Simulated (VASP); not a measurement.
# Li4In (Im-3m) in VASP: a series of runs

The runs below take Li4In through single point, relaxation of cell and atoms, with PBE.

All numbers are computed with VASP 6.6.1; they aren't measurements. Logs are shortened: lines on timing, memory, paths and dates and some standing lists are left out, and cuts for length are marked.

## (1) The cell of the first run

It takes space group Im-3m (No. 229, cubic). Conventional cell: a = 6.418 Å, b = 6.418 Å, c = 6.418 Å, α = 90.00°, β = 90.00°, γ = 90.00°. Li (site symmetry -3m) is surrounded by 2 In at 2.78 Å. In (site symmetry m-3m) is surrounded by 8 Li at 2.78 Å.

The cell was built by a generator and needn't be a form met in nature.

## (2) Single point, PBE (species swapped into the CrGa4 type (Im-3m, No. 229))

The input, INCAR:

```
ALGO = Normal
EDIFF = 1E-6
ENCUT = 520
GGA = PE
ISIF = 2
ISMEAR = 0
LASPH = True
LCHARG = False
LREAL = False
LWAVE = False
NBANDS = 20
NELM = 100
PREC = Accurate
SIGMA = 0.1
```

The input, KPOINTS:

```
k-points
0
Gamma
  8 8 8
```

The input, POSCAR:

```
Li4In
1.0
   -3.2087700404      3.2087700404      3.2087700404
    3.2087700404     -3.2087700404      3.2087700404
    3.2087700404      3.2087700404     -3.2087700404
Li In
4 1
Direct
    0.0000000000      0.0000000000      0.5000000000
    0.0000000000      0.5000000000      0.0000000000
    0.5000000000      0.0000000000      0.0000000000
    0.5000000000      0.5000000000      0.5000000000
    0.0000000000      0.0000000000      0.0000000000
```

Potentials or basis: VASP PAW PBE potentials, release 64 (Li_sv, In_d).

Launch:

```console
$ cat potpaw_PBE.64/Li_sv/POTCAR potpaw_PBE.64/In_d/POTCAR > POTCAR
$ mpirun -np 1 vasp_std > vasp.out
```

OUTCAR:

```text
EDIFF = 1E-6
   ENCUT = 520
   GGA = PE
   ISIF = 2
   ISMEAR = 0
   LASPH = True
   LREAL = False
   NELM = 100
   PREC = Accurate

 ion  position               nearest neighbor table
   1  0.000  0.000  0.500-   5 2.78   5 2.78
   2  0.000  0.500  0.000-   5 2.78   5 2.78
   3  0.500  0.000  0.000-   5 2.78   5 2.78
   4  0.500  0.500  0.500-   5 2.78   5 2.78
   5  0.000  0.000  0.000-   1 2.78   2 2.78   3 2.78   4 2.78   1 2.78   2 2.78   3 2.78   4 2.78

  LATTYP: Found a body centered cubic cell.
 ALAT       =     6.4175400808

  Lattice vectors:

 A1 = (  -3.2087700404,   3.2087700404,   3.2087700404)
 A2 = (   3.2087700404,  -3.2087700404,   3.2087700404)
 A3 = (   3.2087700404,   3.2087700404,  -3.2087700404)

Analysis of symmetry for initial positions (statically):
=====================================================================
 Subroutine PRICEL returns:
 Original cell was already a primitive cell.

 Routine SETGRP: Setting up the symmetry group for a
 body centered cubic supercell.

 Subroutine GETGRP returns: Found 48 space group operations
 (whereof 48 operations were pure point group operations)
 out of a pool of 48 trial point group operations.

The static configuration has the point symmetry O_h .

Analysis of symmetry for dynamics (positions and initial velocities):
=====================================================================
 Subroutine PRICEL returns:
 Original cell was already a primitive cell.

 Routine SETGRP: Setting up the symmetry group for a
 body centered cubic supercell.

 Subroutine GETGRP returns: Found 48 space group operations
 (whereof 48 operations were pure point group operations)
 out of a pool of 48 trial point group operations.

The dynamic configuration has the point symmetry O_h .

 Subroutine INISYM returns: Found 48 space group operations
 (whereof 48 operations are pure point group operations),
 and found     1 'primitive' translations

----------------------------------------------------------------------------------------

                                     Primitive cell

  volume of cell :     132.1526
[... 91 lines left out ...]
   LSORBIT =      F    spin-orbit coupling
   LASPH  =      T    aspherical Exc in radial PAW
   ENCUT  =  520.0 eV  38.22 Ry    6.18 a.u.  10.33 10.33 10.33*2*pi/ulx,y,z
   NELM   =    100;   NELMIN=  2; NELMDL= -5     # of ELM steps
   EDIFF  = 0.1E-05   stopping-criterion for ELM
   LREAL  =      F    real-space projection
   EDIFFG = 0.1E-04   stopping-criterion for IOM
   NSW    =      0    number of steps for IOM
   IBRION =     -1    ionic relax: 0-MD 1-quasi-New 2-CG
   NFREE  =      0    steps in history (QN), initial steepest desc. (CG)
   ISIF   =      2    stress and relaxation
   ISYM   =      2    0-nonsym 1-usesym 2-fastsym
   POTIM  = 0.5000    time-step for ionic-motion
   TEBEG  =    0.0;   TEEND  =   0.0 temperature during run
   PSTRESS=    0.0 pullay stress
   NELECT =      25.0000    total number of electrons
   NUPDOWN=      -1.0000    fix difference up-down
   EMIN   =  10.00;   EMAX   =-10.00  energy-range for DOS
   EFERMI =   0.00;   METHOD = LEGACY
   ISMEAR =     0;   SIGMA  =   0.10  broadening in eV -4-tet -1-fermi 0-gaus
   EFERMI_NEDOS =   21; number of points for ismear=-14 and -15
   IALGO  =     38    algorithm
   IMIX   =      4    mixing-type and parameters
     AMIX     =   0.40;   BMIX     =  1.00
     AMIX_MAG =   1.60;   BMIX_MAG =  1.00
  volume/ion in A,a.u.               =      26.43       178.36
  Fermi-wavevector in a.u.,A,eV,Ry     =   0.939787  1.775941 12.016668  0.883200
  Thomas-Fermi vector in A             =   2.067134
   LORBIT       =      0    0 simple, 1 ext, 2 COOP (PROOUT), +10 PAW based schemes
   GGA     = PE    functional components
   LHFCALC =     F    Hartree Fock is set to
   AEXX    =    0.0000 exact exchange contribution
   IVDW    =     0    specifies the selected vdW correction
   LEPSILON=     F    determine dielectric tensor
   LRPA    =     F    only Hartree local field effects (RPA)
 non-spin polarized calculation
 Gauss-broadening in eV      SIGMA  =   0.10
  energy-cutoff  :      520.00
  volume of cell :      132.15
 maximum number of plane-waves:      3580
 NGX is ok and might be reduce to    42
   NGX = 21   NGY = 21   NGZ = 21

 number of electron      25.0000021 magnetization

 Free energy of the ion-electron system (eV)
  ---------------------------------------------------
  ext. energy  EPLUGINS =         0.00000000
  ---------------------------------------------------
  free energy    TOTEN  =        -9.90428657 eV

  energy without entropy =       -9.86153808  energy(sigma->0) =       -9.88291232

 E-fermi :   0.9144     XC(G=0):  -7.0237

 val. band max:        0.9106895204   @ k =   0.3750   0.0000   0.0000
 cond. band min:       0.9207112330   @ k =  -0.2500   0.2500   0.1250
 fundamental gap:      0.0100217126
 Fermi energy:         0.9143813459

 k-point     1 :       0.0000    0.0000    0.0000
  band No.  band energies     occupation
      1     -45.6352      2.00000
      2     -45.6282      2.00000
      3     -45.6282      2.00000
      4     -45.6282      2.00000
      5     -12.9365      2.00000
      6     -12.9365      2.00000
[... 541 lines left out ...]
     19       5.9485      0.00000
     20       8.4949      0.00000

 [... further k-points ...]

------------------------ aborting loop because EDIFF is reached ----------------------------------------

  FORCE on cell =-STRESS in cart. coord.  units (eV):
  Direction    XX          YY          ZZ          XY          YZ          ZX
  --------------------------------------------------------------------------------------
  -------------------------------------------------------------------------------------
  Total       -0.0125767     -0.0125767     -0.0125767      0.0000000     -0.0000000      0.0000000
  in kB       -0.1524754     -0.1524754     -0.1524754      0.0000000     -0.0000000      0.0000000
  external PRESSURE =      -0.1524754 kB  Pullay stress =       0.0000000 kB

 VOLUME and BASIS-vectors are now :
 -----------------------------------------------------------------------------
  energy-cutoff  :      520.00
  volume of cell :      132.15
      direct lattice vectors                 reciprocal lattice vectors
    -3.208770040  3.208770040  3.208770040     0.000000000  0.155822946  0.155822946
     3.208770040 -3.208770040  3.208770040     0.155822946  0.000000000  0.155822946
     3.208770040  3.208770040 -3.208770040     0.155822946  0.155822946  0.000000000

 POSITION                                       TOTAL-FORCE (eV/Angst)
 -----------------------------------------------------------------------------------
      1.60439      1.60439     -1.60439        -0.000000      0.000000      0.000000
      1.60439     -1.60439      1.60439         0.000000      0.000000      0.000000
     -1.60439      1.60439      1.60439        -0.000000     -0.000000     -0.000000
      1.60439      1.60439      1.60439         0.000000     -0.000000      0.000000
      0.00000      0.00000      0.00000        -0.000000     -0.000000      0.000000
 -----------------------------------------------------------------------------------
    total drift:                               -0.000000     -0.000000      0.000000

  FREE ENERGIE OF THE ION-ELECTRON SYSTEM (eV)
  ---------------------------------------------------
  free  energy   TOTEN  =        -9.9042865721 eV

  energy  without entropy=       -9.8615380775  energy(sigma->0) =       -9.88291232
```

OSZICAR:

```text
N       E                     dE             d eps       ncg     rms          rms(c)
DAV:   1     0.162939032265E+03    0.16294E+03   -0.11094E+04  1160   0.122E+03
DAV:   2     0.140068977755E+02   -0.14893E+03   -0.14528E+03  1164   0.326E+02
DAV:   3    -0.542259994571E+01   -0.19429E+02   -0.19230E+02  1876   0.893E+01
DAV:   4    -0.950545475409E+01   -0.40829E+01   -0.39526E+01  2052   0.396E+01
DAV:   5    -0.101113704020E+02   -0.60592E+00   -0.60576E+00  1828   0.102E+01    0.326E+00
DAV:   6    -0.994969088097E+01    0.16168E+00   -0.25842E-01  1504   0.403E+00    0.158E+00
DAV:   7    -0.990057182938E+01    0.49119E-01   -0.20914E-01  1380   0.303E+00    0.402E-01
DAV:   8    -0.990429447868E+01   -0.37226E-02   -0.16162E-02  2080   0.620E-01    0.180E-01
DAV:   9    -0.990430754139E+01   -0.13063E-04   -0.31529E-04  1636   0.923E-02    0.110E-01
DAV:  10    -0.990428936533E+01    0.18176E-04   -0.36034E-05  1972   0.357E-02    0.454E-02
DAV:  11    -0.990428526724E+01    0.40981E-05   -0.19860E-05  1748   0.213E-02    0.588E-03
DAV:  12    -0.990428634255E+01   -0.10753E-05   -0.36100E-06  1408   0.105E-02    0.127E-03
DAV:  13    -0.990428657213E+01   -0.22958E-06   -0.19412E-07   880   0.410E-03
   1 F= -.99042866E+01 E0= -.98829123E+01  d E =-.427485E-01
```

It took 37 s on 1 thread of Intel Xeon 6975P-C (Granite Rapids), shared host; peak memory 0.28 GiB.

What came out:

| Quantity | Value |
| --- | --- |
| Free energy | -9.9043 eV |
| Band gap on the k mesh | none (metal or under the smearing width) |

Caveat: the cutoff is under 1.25 times the usual one of these potentials, so pressure, stress and relaxed cells hold a basis-set (Pulay) error.

## (3) Relaxation of cell and atoms, PBE (species swapped into the CrGa4 type (Im-3m, No. 229))

The input, INCAR:

```
PREC = Accurate ; ENCUT = 600
EDIFF = 1E-6 ; ISMEAR = 0
SIGMA = 0.1 ; LREAL = F
LASPH = T ; NELM = 100
ALGO = Normal ; ISIF = 3
LWAVE = F ; LCHARG = F
GGA = PE ; IBRION = 2
NSW = 100 ; EDIFFG = -0.01
```

The input, KPOINTS:

```
Automatic mesh
0
Gamma
  8 8 8
```

POSCAR is that of step 2.

Potentials or basis: VASP PAW PBE potentials, release 64 (Li_sv, In_d).

Launch:

```console
$ cat potpaw_PBE.64/Li_sv/POTCAR potpaw_PBE.64/In_d/POTCAR > POTCAR
$ mpirun -np 1 vasp_std > vasp.out
```

Run time: 40 s. Hardware: 1 thread of Intel Xeon 6975P-C (Granite Rapids), shared host; peak memory 0.35 GiB.

It converged, with:

```yaml
Free_energy: -9.9034 eV
Pressure_after_relaxing: 0.0 GPa
Band_gap_on_the_k_mesh: none (metal or under the smearing width)
```

Final structure:
```cif
data_structure
_symmetry_space_group_name_H-M 'P 1'
_symmetry_Int_Tables_number 1
_cell_length_a 5.5578
_cell_length_b 5.5578
_cell_length_c 5.5578
_cell_angle_alpha 109.471
_cell_angle_beta 109.471
_cell_angle_gamma 109.471
_cell_volume 132.15
loop_
_atom_site_label
_atom_site_type_symbol
_atom_site_fract_x
_atom_site_fract_y
_atom_site_fract_z
_atom_site_occupancy
Li1 Li 0.00000 0.00000 0.50000 1
Li2 Li 0.00000 0.50000 0.00000 1
Li3 Li 0.50000 0.00000 0.00000 1
Li4 Li 0.50000 0.50000 0.50000 1
In1 In 0.00000 0.00000 0.00000 1
```

Levels at points of the mesh, in eV from the Fermi level:
```
           k point  band 11  band 12  band 13  band 14  band 15  band 16
(0.00, 0.00, 0.00)     0.08     0.08     0.08     1.22     2.79     2.79
(0.50, 0.00, 0.00)    -1.78    -0.03     0.02     0.88     2.39     3.30
(0.50, 0.50, 0.50)    -0.38    -0.38    -0.38     0.11     0.11     4.78
```

Caveat: the cutoff is under 1.25 times the usual one of these potentials, so pressure, stress and relaxed cells hold a basis-set (Pulay) error; the relaxation stopped at its first step, so nothing moved.
